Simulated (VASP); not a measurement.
The input files of a VASP run:

### INCAR
```
SYSTEM = TiO2
PREC = Accurate
ENCUT = 520
EDIFF = 1E-7
NELM = 100
ALGO = Normal
LREAL = .FALSE.
LASPH = .TRUE.
ISMEAR = 0
SIGMA = 0.05
GGA = ML
ZAB_VDW = -1.8867
LUSE_VDW = .TRUE.
AGGAC = 0.0
LMAXMIX = 4
LWAVE = .FALSE.
LCHARG = .FALSE.
ISIF = 4
IBRION = 2
NSW = 30
EDIFFG = -0.01
```

**POSCAR**
```
TiO2
1.0
 -1.9062381186   1.9062381186   4.8576434699
  1.9062381186  -1.9062381186   4.8576434699
  1.9062381186   1.9062381186  -4.8576434699
Ti O
2 4
Cartesian
  0.0000000000   1.9062381186   2.4288217350
  0.0000000000   0.0000000000   0.0000000000
  0.0000000000   1.9062381186   0.4170921376
 -0.0000000000   0.0000000000   7.7035573424
 -0.0000000000   0.0000000000   2.0117295974
 -0.0000000000   1.9062381186   4.4405513323
```

**KPOINTS**
```
Automatic mesh
0
Gamma
8 8 8
0 0 0
```

POTCAR, in this order: Ti_sv O (PBE.64 set). Program: vasp_std.

Question: Translate this vdW-DF2 calculation to Quantum ESPRESSO's pw.x.

Answer: One equivalent input (not run):
```
&CONTROL
  calculation = 'vc-relax'
  pseudo_dir = './pseudo'
  outdir = './out'
  tprnfor = .true.
  tstress = .true.
  nstep = 30
  forc_conv_thr = 0.00039
/
&SYSTEM
  ibrav = 0
  nat = 6
  ntyp = 2
  ecutwfc = 84
  occupations = 'smearing'
  smearing = 'gaussian'
  degauss = 0.003675
  input_dft = 'vdw-df2'
/
&ELECTRONS
  conv_thr = 7.3e-09
  electron_maxstep = 100
/
&IONS
/
&CELL
  cell_dofree = 'shape'
/
ATOMIC_SPECIES
  Ti 47.867 Ti.upf
  O 15.999 O.upf
CELL_PARAMETERS angstrom
    -1.9062381    1.9062381    4.8576435
     1.9062381   -1.9062381    4.8576435
     1.9062381    1.9062381   -4.8576435
ATOMIC_POSITIONS crystal
  Ti   0.7500000  0.2500000  0.5000000
  Ti   0.0000000  0.0000000  0.0000000
  O    0.5429315  0.0429315  0.5000000
  O    0.7929315  0.7929315  0.0000000
  O    0.2070685  0.2070685  0.0000000
  O    0.9570685  0.4570685  0.5000000
K_POINTS automatic
  8 8 8 0 0 0
```
The two are equivalent in intent, not identical: the potentials are each code's own (VASP's PAW set, PseudoDojo norm-conserving files in pw.x), so ENCUT and ecutwfc are chosen apart and not converted; conv_thr bounds pw.x's estimated SCF error, while EDIFF bounds the energy change between steps; forc_conv_thr acts on force components and is met together with etot_conv_thr.

The compound is TiO2 in the anatase structure, one of several forms; rutile is the usual stable one. This cell is one point of a volume scan, at 0.97 of the reference volume. Symmetry was kept, so distortions that lower it aren't found.
